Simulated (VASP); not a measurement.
# Si: a series in biaxial strain in the (001) plane

How do the elastic response and the band edges of Si follow biaxial strain in the (001) plane?

Program: VASP 6.6.1. Level of theory: LDA; plane waves and PAW (Si), in the first sound run; inputs show where later runs differ. Results are calculated unless marked as measured.

This is a report of a sequence of runs, with most program output left out.

## 1. The starting structure

Symmetry: Fd-3m, No. 227, cubic system. The conventional cell has a = 5.431 Å, b = 5.431 Å, c = 5.431 Å, α = 90.00°, β = 90.00°, γ = 90.00°. Nearest to Si lie 4 Si at 2.35 Å.

Structure file:

```xyz
2
Lattice="0.0000 2.7155 2.7155 2.7155 0.0000 2.7155 2.7155 2.7155 0.0000" Properties=species:S:1:pos:R:3 pbc="T T T"
Si    0.0000    0.0000    0.0000
Si    1.3578    1.3578    1.3578
```

## 2. Relax the crystal, LDA

The series starts from the cell that this level prefers, so that zero strain is near zero stress.

This step took 2 runs in a row; the last is shown.

Level: LDA; plane waves and PAW (Si).

INCAR

```
SYSTEM = Si
PREC = Accurate
ENCUT = 450
EDIFF = 1E-07
NELM = 120
ISMEAR = 0
SIGMA = 0.02
LREAL = .FALSE.
ALGO = Normal
GGA = CA
NBANDS = 10
LORBIT = 11
LWAVE = .FALSE.
LCHARG = .FALSE.
KPAR = 8
IBRION = 2
NSW = 40
ISIF = 3
EDIFFG = -0.005
POTIM = 0.4
```

POSCAR

```
Si
1.0
    0.0000000000      2.7014008244      2.7014008244
    2.7014008244      0.0000000000      2.7014008244
    2.7014008244      2.7014008244      0.0000000000
Si
2
Direct
    0.0000000000      0.0000000000      0.0000000000
    0.2500000000      0.2500000000      0.2500000000
```

KPOINTS

```
Automatic mesh
0
Gamma
10 10 10
0 0 0
```

PAW data sets: Si (LDA family, release 64).

Started as:

```sh
mpirun -np 8 vasp_std
```

It took 2 s on 8 MPI ranks of Intel Xeon 6975P-C (Granite Rapids), shared host; peak memory 1.1 GiB; 9 s of CPU time.

Numbers from this step:

* energy(sigma→0) of the program: -11.9190 eV
* stress, compression positive: xx, yy, zz 0.00, 0.00, 0.00 GPa
* volume: 39.427 Å³
* ionic steps: 1

## 3. Strain along the normal, LDA

One member in full: the plane is strained by 2 %, and the strain along the normal is moved by secant steps until the normal stress is under 0.012 GPa or five steps are spent; the atoms relax at each step.

This step took 3 runs, each at a new trial strain with the atoms of the one before; the last is shown.

Level: LDA; plane waves and PAW (Si).

Edit INCAR of step 2 so:

```diff
@@ -14,7 +14,7 @@
 LCHARG = .FALSE.
-KPAR = 8
-IBRION = 2
-NSW = 40
-ISIF = 3
-EDIFFG = -0.005
-POTIM = 0.4
+KPAR = 2
+IBRION = 1
+NSW = 25
+ISIF = 2
+EDIFFG = -0.004
+POTIM = 0.3
```

POSCAR

```
Si
1.0
    0.0000000000      2.7554288410      2.6577702780
    2.7554288410      0.0000000000      2.6577702780
    2.7554288410      2.7554288410      0.0000000000
Si
2
Direct
    0.0000000000      0.0000000000      0.0000000000
    0.2500000000      0.2500000000      0.2500000000
```

KPOINTS is that of step 2.

Started as:

```sh
mpirun -np 2 vasp_std
```

The job ended after 6 s (2 MPI ranks; peak memory 0.27 GiB; 11 s of CPU time).

This run gave:

| Quantity | Value |
| --- | --- |
| energy(sigma→0) of the program | -11.9026 eV |
| stress, compression positive | xx, yy, zz -3.27, -3.27, 0.00 GPa |
| ionic steps | 1 |

## 4. Band edges, TB-mBJ with spin-orbit coupling

Short lines in KPOINTS_OPT sample the zone centre along and across the normal of the plane, for masses, and the other valleys.

Level: TB-mBJ, spin-orbit coupling; plane waves and PAW (Si).

TB-mBJ has no energy functional, so the total energy, stress and pressure in this output mean nothing.

INCAR

```
SYSTEM = Si
PREC = Accurate
ENCUT = 450
EDIFF = 1E-06
NELM = 150
ISMEAR = 0
SIGMA = 0.02
LREAL = .FALSE.
ALGO = Normal
METAGGA = MBJ
LASPH = .TRUE.
LNONCOLLINEAR = .TRUE.
MAGMOM = 0 0 0 0 0 0
NBANDS = 18
GGA_COMPAT = .FALSE.
LSORBIT = .TRUE.
LWAVE = .FALSE.
LCHARG = .FALSE.
KPAR = 2
```

POSCAR is that of step 3.

KPOINTS

```
Automatic mesh
0
Gamma
8 8 8
0 0 0
```

KPOINTS_OPT

```
Line mode
6
Line-mode
Reciprocal
  0.00000000   0.00000000   0.00000000
  0.02114986   0.02114986   0.00000000

  0.00000000   0.00000000   0.00000000
  0.00000000  -0.02192701  -0.02192701

  0.31000000   0.31000000   0.00000000
  0.50000000   0.50000000   0.00000000

  0.00000000   0.31000000   0.31000000
  0.00000000   0.50000000   0.50000000

  0.45000000   0.45000000   0.45000000
  0.50000000   0.50000000   0.50000000

  0.45000000   0.00000000   0.00000000
  0.50000000   0.00000000   0.00000000

  0.42500000   0.42500000   0.00000000
  0.42500000   0.44692701   0.02192701

  0.50000000   0.50000000   0.50000000
  0.48449527   0.51550473   0.50000000
```

Started as:

```sh
mpirun -np 2 vasp_ncl
```

Elapsed: 73 s, on 2 MPI ranks; peak memory 0.59 GiB; 2.4 min of CPU time.

## 5. Band edges, r2SCAN with spin-orbit coupling

Level: r2SCAN, spin-orbit coupling; plane waves and PAW (Si).

Edit INCAR of step 4 so:

```diff
@@ -4,3 +4,3 @@
 EDIFF = 1E-06
-NELM = 150
+NELM = 100
 ISMEAR = 0
@@ -9,3 +9,3 @@
 ALGO = Normal
-METAGGA = MBJ
+METAGGA = R2SCAN
 LASPH = .TRUE.
```

POSCAR is that of step 4.

KPOINTS is that of step 4.

KPOINTS_OPT is that of step 4.

Started as:

```sh
mpirun -np 2 vasp_ncl
```

Run time: 2.4 min. Hardware: 2 MPI ranks; peak memory 0.57 GiB.

Numbers from this step:

- energy(sigma→0) of the program: -79.7011 eV
- stress, compression positive: xx, yy, zz -2.04, -2.04, 1.63 GPa

The run ends at a pressure of -0.82 GPa.

## 6. The table

LASPH is off in runs at LDA and on in runs at TB-mBJ and r2SCAN.

Runs beyond LDA use the data sets made with LDA; this shifts their levels slightly, and their total energies have another zero (at TB-mBJ, which has no energy functional, they mean nothing).

The other members went through these steps as far as the tables show, with the same cutoff and, step by step, the same mesh; 36 runs are not shown. The session took 1.2 core hours (wall time by ranks) on a shared machine.

```tsv
in-plane strain (%)	strain along the normal (%)	in-plane stress, tension positive (GPa)	energy above the unstrained row (meV/atom)	gap on the mesh, LDA (eV)
-2.000	1.590	-3.700	8.944	0.214
-1.500	1.199	-2.731	4.995	0.275
-1.000	0.800	-1.795	2.207	0.335
-0.500	0.401	-0.885	0.553	0.395
0	0.000	-0.003	0.000	0.453
0.500	-0.398	0.856	0.517	0.368
1.000	-0.799	1.689	2.074	0.283
1.500	-1.208	2.492	4.645	0.199
2.000	-1.615	3.272	8.195	0.116
```

Slopes at zero strain, from cubics through all rows: strain ratio -0.801, stress over strain 174 GPa. For a cubic crystal strained in (001) the ratio is −2C₁₂/C₁₁.

Band edges at TB-mBJ with spin-orbit coupling, counted from the valence-band top at Γ, spin-orbit pairs averaged, with one row partly withheld:

```tsv
in-plane strain (%)	gap (eV)	conduction band at Γ (eV)	Δ or X valley along z (eV)	Δ or X valley along x (eV)	lowest conduction level at L, [111] (eV)	lowest conduction level at L, [-111] (eV)	second valence level below the top (eV)	third valence level below the top (eV)
-2.000	0.966	3.061	1.291	0.965	2.178	2.178	0.030	0.315
-1.500	1.031	3.092	1.275	1.030	2.210	2.210	0.029	0.239
-1.000	1.096	3.123	?	1.095	2.234	2.234	0.028	0.165
-0.500	1.159	3.152	1.239	1.158	2.248	2.248	0.024	0.095
0	1.221	3.177	1.220	1.220	2.255	2.255	0.000	0.047
0.500	1.143	3.130	1.141	1.222	2.195	2.195	0.059	0.096
1.000	1.057	3.067	1.055	1.216	2.122	2.122	0.125	0.159
1.500	0.970	2.999	0.967	1.210	2.043	2.043	0.191	0.224
2.000	0.883	2.932	0.880	1.204	1.961	1.961	0.255	0.288
```

Conduction masses, in electron masses:

```tsv
in-plane strain (%)	Δz mass, longitudinal	Δz mass, transverse, at 0.85 of Γ–X	L [111] mass, longitudinal	L [111] mass, transverse along [1-10]
-2.000	0.981	0.204	1.849	0.197
-1.500	0.974	0.207	1.887	0.182
-1.000	0.967	0.207	1.855	0.169
-0.500	0.959	0.210	1.891	0.160
0	0.948	0.211	1.883	0.152
0.500	0.943	0.214	1.869	0.145
1.000	0.933	0.215	1.847	0.140
1.500	0.924	0.218	1.843	0.135
2.000	0.916	0.219	1.780	0.132
```

Band edges at r2SCAN with spin-orbit coupling, counted from the valence-band top at Γ, spin-orbit pairs averaged:

```tsv
in-plane strain (%)	gap (eV)	conduction band at Γ (eV)	Δ or X valley along z (eV)	Δ or X valley along x (eV)	lowest conduction level at L, [111] (eV)	lowest conduction level at L, [-111] (eV)	second valence level below the top (eV)	third valence level below the top (eV)
-2.000	0.478	2.613	0.821	0.478	1.849	1.849	0.030	0.305
-1.500	0.543	2.644	0.800	0.542	1.882	1.882	0.029	0.231
-1.000	0.607	2.674	0.778	0.606	1.905	1.905	0.028	0.160
-0.500	0.670	2.704	0.755	0.669	1.918	1.918	0.024	0.093
0	0.732	2.730	0.732	0.732	1.922	1.922	0.000	0.048
0.500	0.652	2.684	0.651	0.736	1.861	1.861	0.057	0.094
1.000	0.565	2.620	0.564	0.734	1.787	1.787	0.120	0.154
1.500	0.477	2.554	0.475	0.732	1.706	1.706	0.183	0.217
2.000	0.390	2.488	0.388	0.730	1.622	1.622	0.244	0.278
```

Conduction masses, in electron masses:

```tsv
in-plane strain (%)	Δz mass, longitudinal	Δz mass, transverse, at 0.85 of Γ–X	L [111] mass, longitudinal	L [111] mass, transverse along [1-10]
-2.000	0.960	0.185	1.794	0.180
-1.500	0.953	0.186	1.856	0.166
-1.000	0.942	0.188	1.840	0.152
-0.500	0.934	0.190	1.847	0.142
0	0.926	0.191	1.859	0.133
0.500	0.920	0.192	1.846	0.127
1.000	0.908	0.193	1.849	0.122
1.500	0.901	0.195	1.795	0.118
2.000	0.891	0.196	1.730	0.114
```

## 7. Working out the slope

The quantity to fit is the splitting of the Δ or X valleys (z less x) at TB-mBJ with spin-orbit coupling: 0.326, 0.244, 0.081, 0.000, -0.081, -0.161, -0.243, -0.324 eV in the rows shown.

A least-squares parabola through the 8 rows shown, with d the strain along the axis less the strain across it, in %: E = 1.55e-4 d² + 0.09010 d + 5.75e-5 (eV), r.m.s. residual 6.5e-5 eV.

At d = 1.800 this predicts 0.1628 eV.

## 8. Checking the prediction

The calculation gives 0.1628 eV, so the prediction is right to the last digit shown.

The splitting is Ξu times d, with d as a fraction, so the linear term gives Ξu = 9.0 eV.

## 9. Outcome

```yaml
ratio_of_normal_to_in_plane_strain: -0.801
biaxial_modulus: 174 GPa
gap_of_the_unstrained_cell_tb_mbj_with_spin_orbit_coupling: 1.22 eV
gap_of_the_unstrained_cell_r2scan_with_spin_orbit_coupling: 0.73 eV
shear_deformation_potential_u_of_the_delta_or_x_valleys: 9.0 eV
error_of_the_predicted_row: 0.0 meV
```

What this shows: As a check, the curvature of the energy gives 174 GPa for the same modulus (energy per volume = M × strain²), 0 % from the slope of the stress. At TB-mBJ with spin-orbit coupling the lowest conduction valley is Δ or X throughout, and the gap runs between 0.88 and 1.22 eV. At r2SCAN with spin-orbit coupling the lowest conduction valley is Δ or X throughout, and the gap runs between 0.39 and 0.73 eV. Hole masses are left out throughout, since the top bands are degenerate or cross in many series; of conduction masses, those of the Γ, L and (for Si and Ge under (001) strain) Δ valleys are kept where they change by under an eighth between rows. A measured gap of unstrained Si is 1.1 eV (arxiv:1111.5263, band gap, quoted experimental value, temperature not given); the static gaps here belong to the lattice relaxed at LDA. TB-mBJ is a potential fitted for gaps; it has no energy functional, so its total energies and forces mean nothing, and its bands tend to come out too narrow. r2SCAN opens gaps somewhat over GGA but leaves them below measured values as a rule. Δ or X levels are the lowest on their line, refined by a parabola unless they lie at X; the gap is read from all points sampled and can differ from the lowest valley by some meV, or by tens of meV where strain moves the valence top off Γ. Temperature, zero-point motion and excitons are left out.

[Lines on the potential files, build, host, timing and source positions are cut from VASP's logs without a mark.]

[Logs are printed without paths, hosts, clocks, repeated set-up lines and the standing remarks that a program may print on its own settings, such as how far it seeks lower states.]

[Hosts, paths, dates, database ids (printed as entryN), source tags and the programs' standing remarks are cut or masked in the printed files.]

[In band tables of VASP the shares of atoms and orbitals are scaled to a sum of 1 inside the atoms' spheres.]
